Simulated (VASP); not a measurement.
Given:

```yaml
crystal:
  lattice:
    - [0.00000, 1.75496, 1.75496]
    - [1.75496, 0.00000, 1.75496]
    - [1.75496, 1.75496, 0.00000]
  atoms:
    - { symbol: Ni, position: [0.00000, 0.00000, 0.00000], spin: 0.6 }
```

Method: PBE GGA with D3 dispersion (Becke-Johnson damping), VASP's PBE PAW potentials (set 64) (plane waves; VASP 6.6.1). Numerical set-up: 520 eV cut-off, 18×18×18 Γ-centred mesh, first-order Methfessel-Paxton smearing of 0.10 eV, potentials Ni.

### Question
Give the stress tensor in GPa (positive for a compressed cell).

### Answer

```
-5.83   0.00   0.00
 0.00  -5.83   0.00
 0.00   0.00  -5.83
```
The pressure is its mean diagonal, -5.83 GPa.

The compound is Ni in the fcc structure. This cell is one point of a volume scan, at 1.03 of the reference volume.
